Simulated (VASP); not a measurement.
# Cs2RuC2NCl3O5 (P1) in VASP: a series of runs, part 2 of 2

VASP 6.6.1. The steps go on from the part before.

## (3) Single point, LDA

The input, INCAR:

```
SYSTEM = Cs2RuC2NCl3O5
ALGO = Fast
EDIFF = 1E-6
ENCUT = 520
ISIF = 2
ISMEAR = -1
LASPH = .TRUE.
LCHARG = .FALSE.
LREAL = Auto
LWAVE = .FALSE.
NBANDS = 116
NELM = 100
PREC = Accurate
SIGMA = 0.05
```

The input, KPOINTS:

```
k-points
0
G
  2 1 1
  0 0 0
```

The input, POSCAR:

```
Cs2RuC2NCl3O5
1.0
    6.9866940000      0.0000000000      0.0000000000
    2.8172410000      6.8903710000      0.0000000000
    2.2474760000     -0.3158860000     12.8049140000
Cs Ru C N Cl O
4 2 4 2 6 10
Direct
    0.3216419445      0.8432327884      0.0768845460
    0.6814525740      0.1549993436      0.9044496511
    0.5739418378      0.6637676119      0.6455021877
    0.4354513312      0.3297811961      0.3599867988
    0.1886545680      0.3034388030      0.7119844772
    0.8128134634      0.6930598131      0.2958005028
    0.8838361752      0.5788796506      0.8654880462
    0.1028391875      0.4284216013      0.1306920140
    0.1041934865      0.5736181806      0.8798809582
    0.8811548732      0.4268990711      0.1243897460
    0.1189877361      0.1663726352      0.6415896272
    0.8732541250      0.8277955267      0.3780423672
    0.2312098957      0.0578760264      0.8338048971
    0.7557039995      0.9617459306      0.1696379999
    0.5788379030      0.1810280555      0.6336161258
    0.4704998996      0.8210178833      0.3840556836
    0.1179610752      0.5690368996      0.5982390823
    0.8443255191      0.4396807759      0.3921150896
    0.0611155058      0.0746395401      0.5973487991
    0.9138821340      0.9290418369      0.4259224232
    0.9160964636      0.4364880221      0.8014423213
    0.0929407884      0.5529830232      0.1945581204
    0.2442341336      0.4540867810      0.8092362042
    0.7464267831      0.5614647054      0.1946908820
    0.1228076805      0.6812493328      0.9404045978
    0.8416847564      0.3129369132      0.0751898841
    0.7135945564      0.6956802100      0.9117046784
    0.2652280403      0.3236740137      0.0669040026
```

Potentials or basis: VASP PAW LDA potentials, release 64 (Cs_sv, Ru_pv, C, N, Cl, O).

Started as:

```bash
$ cat potpaw_LDA.64/Cs_sv/POTCAR potpaw_LDA.64/Ru_pv/POTCAR potpaw_LDA.64/C/POTCAR potpaw_LDA.64/N/POTCAR potpaw_LDA.64/Cl/POTCAR potpaw_LDA.64/O/POTCAR > POTCAR
$ mpirun -np 1 vasp_std > vasp.out
```

OUTCAR:

```text
SYSTEM = Cs2RuC2NCl3O5
   EDIFF = 1E-6
   ENCUT = 520
   ISIF = 2
   ISMEAR = -1
   LASPH = .TRUE.
   LREAL = Auto
   NELM = 100
   PREC = Accurate

 ion  position               nearest neighbor table
   1  0.322  0.843  0.077-
   2  0.681  0.155  0.904-
   3  0.574  0.664  0.646-
   4  0.435  0.330  0.360-
   5  0.189  0.303  0.712-  11 1.65  23 1.90  21 1.97  13 2.33  17 2.37  15 2.56
   6  0.813  0.693  0.296-  12 1.70  24 1.89  22 2.08  18 2.18  16 2.32  14 2.49
   7  0.884  0.579  0.865-  27 1.24  21 1.30   9 1.57
   8  0.103  0.428  0.131-  22 1.25  28 1.28  10 1.57
   9  0.104  0.574  0.880-  25 1.20  23 1.30   7 1.57
  10  0.881  0.427  0.124-  26 1.22  24 1.34   8 1.57
  11  0.119  0.166  0.642-  19 1.13   5 1.65
  12  0.873  0.828  0.378-  20 1.14   6 1.70
  13  0.231  0.058  0.834-   5 2.33
  14  0.756  0.962  0.170-   6 2.49
  15  0.579  0.181  0.634-   5 2.56
  16  0.470  0.821  0.384-   6 2.32
  17  0.118  0.569  0.598-   5 2.37
  18  0.844  0.440  0.392-   6 2.18
  19  0.061  0.075  0.597-  11 1.13
  20  0.914  0.929  0.426-  12 1.14
  21  0.916  0.436  0.801-   7 1.30   5 1.97
[... 345 lines left out ...]
    108       5.6321      0.00000

 k-point     2 :       0.5000    0.0000    0.0000
  band No.  band energies     occupation
      1     -43.9295      2.00000
      2     -43.5234      2.00000
      3     -42.7757      2.00000
      4     -42.6751      2.00000
      5     -42.4855      2.00000
      6     -42.4077      2.00000
[... 100 lines left out ...]
    107       5.3994      0.00000
    108       5.7013      0.00000
 [bands above 108 left out]

------------------------ aborting loop because EDIFF is reached ----------------------------------------

  FORCE on cell =-STRESS in cart. coord.  units (eV):
  Direction    XX          YY          ZZ          XY          YZ          ZX
  --------------------------------------------------------------------------------------
  -------------------------------------------------------------------------------------
  Total        1.2358917      1.7996610     -3.6167997     10.9716568      1.0008191     11.1942828
  in kB        3.2121810      4.6774623     -9.4003505     28.5162099      2.6012086     29.0948325
  external PRESSURE =      -0.5035690 kB  Pullay stress =       0.0000000 kB

 VOLUME and BASIS-vectors are now :
 -----------------------------------------------------------------------------
  energy-cutoff  :      520.00
  volume of cell :      616.44
      direct lattice vectors                 reciprocal lattice vectors
     6.986694000  0.000000000  0.000000000     0.143129211 -0.058520721 -0.026565219
     2.817241000  6.890371000  0.000000000     0.000000000  0.145130066  0.003580231
     2.247476000 -0.315886000 12.804914000     0.000000000  0.000000000  0.078095019

 POSITION                                       TOTAL-FORCE (eV/Angst)
 -----------------------------------------------------------------------------------
      4.79560      5.78590      0.98450        -0.008403      0.062765      0.064060
      7.23050      0.78230     11.58140        -0.068740      0.000514      0.246210
      7.33070      4.36970      8.26560        -0.072335      0.016852      0.081431
      4.78050      2.15860      4.60960        -0.132492     -0.014757     -0.187479
      3.77310      1.86590      9.11690         2.695607      0.824885      1.152501
      8.29620      4.68200      3.78770         0.245481      2.106258     -1.957707
[... 20 lines left out ...]
      8.99460      4.50550     11.67430         0.671488     -1.082485     -0.941523
      2.91530      2.20910      0.85670        -1.405030      1.272248      1.975370
 -----------------------------------------------------------------------------------
    total drift:                               -0.017957     -0.009562      0.001939

  FREE ENERGIE OF THE ION-ELECTRON SYSTEM (eV)
  ---------------------------------------------------
  free  energy   TOTEN  =      -185.6702041069 eV

  energy  without entropy=     -185.6702040399  energy(sigma->0) =     -185.67020407
```

OSZICAR:

```text
N       E                     dE             d eps       ncg     rms          rms(c)
DAV:   1     0.153742178000E+04    0.15374E+04   -0.95288E+04   496   0.148E+03
DAV:   2    -0.422095036633E+02   -0.15796E+04   -0.15307E+04   580   0.324E+02
DAV:   3    -0.199213618359E+03   -0.15700E+03   -0.15443E+03   536   0.109E+02
[... 11 lines left out ...]
RMM:  15    -0.185670222280E+03   -0.26720E-04   -0.70186E-04   621   0.578E-02    0.551E-02
RMM:  16    -0.185670207783E+03    0.14497E-04   -0.15286E-04   564   0.290E-02    0.388E-02
RMM:  17    -0.185670206479E+03    0.13041E-05   -0.54530E-05   628   0.171E-02    0.137E-02
RMM:  18    -0.185670204235E+03    0.22444E-05   -0.15127E-05   545   0.888E-03    0.620E-03
RMM:  19    -0.185670204107E+03    0.12808E-06   -0.51125E-06   449   0.489E-03
   1 F= -.18567020E+03 E0= -.18567020E+03  d E =-.670837E-07
```

stdout:

```text
POSCAR found type information on POSCAR CsRuC N ClO
 POSCAR found :  6 types and      28 ions
 scaLAPACK will be used
 LDA part: xc-table for (Slater(with rela. corr.)+CA(PZ))
 , standard interpolation
 POSCAR, INCAR and KPOINTS ok, starting setup
 FFT: planning ... GRIDC
 FFT: planning ... GRID_SOFT
 FFT: planning ... GRID
 WAVECAR not read
 entering main loop
```

Wall time 3.8 min (1 thread of AMD EPYC 9R14 (Zen 4), shared host); peak memory 0.53 GiB.

Results:

```
Free energy            : -185.6702 eV
Pressure               : -0.1 GPa
Largest force          : 4.529 eV/Å
Band gap on the k mesh : 1.74 eV, direct
```

Forces on the atoms (eV/Å):
```
Cs  -0.008  0.063  0.064
Cs  -0.069  0.001  0.246
Cs  -0.072  0.017  0.081
Cs  -0.132 -0.015 -0.187
Ru   2.696  0.825  1.153
Ru   0.245  2.106 -1.958
C    0.770 -0.028  0.692
C   -0.144 -2.436 -3.815
C   -2.076  0.142 -1.318
C    0.762  0.187  1.754
N    0.343  0.500 -1.061
N   -0.352 -1.313 -1.077
Cl   0.317 -0.424  0.232
Cl   0.001 -0.392  0.572
Cl  -1.333  0.369  0.386
Cl  -0.332  0.147  0.023
Cl   0.103 -0.136  0.142
Cl   0.231 -1.920  1.293
O   -2.429 -2.198 -1.550
O    1.526  1.746  1.525
O   -2.247  0.940  0.114
O    1.492  1.055  1.890
O    2.282  0.790  1.240
O   -2.105 -1.351 -2.080
O    0.999  0.390  0.623
O    0.264  0.747 -0.019
O    0.671 -1.082 -0.942
O   -1.405  1.272  1.975
```

Levels at points of the mesh, in eV from the valence-band top:
| k point | band 93 | band 94 | band 95 | band 96 | band 97 | band 98 | band 99 | band 100 |
| --- | --- | --- | --- | --- | --- | --- | --- | --- |
| (0.00, 0.00, 0.00) | -0.94 | -0.69 | -0.26 | 0.00 | 1.74 | 2.08 | 2.10 | 2.21 |
| (0.50, 0.00, 0.00) | -0.87 | -0.59 | -0.31 | -0.04 | 1.87 | 2.08 | 2.12 | 2.29 |

Caveat: the k mesh is coarse (spacing up to 0.91 Å⁻¹), so the values aren't converged; the standard files for N, O and F lose accuracy on very short bonds; spin-orbit coupling is left out, which moves the levels of the heavy elements; an odd mesh through Γ misses points on the zone boundary, where band edges often lie; forces of over 1 eV/Å show positions far from the minimum, so gaps and moduli don't describe the material at rest. As with any semilocal functional, this LDA gap is likely too small.
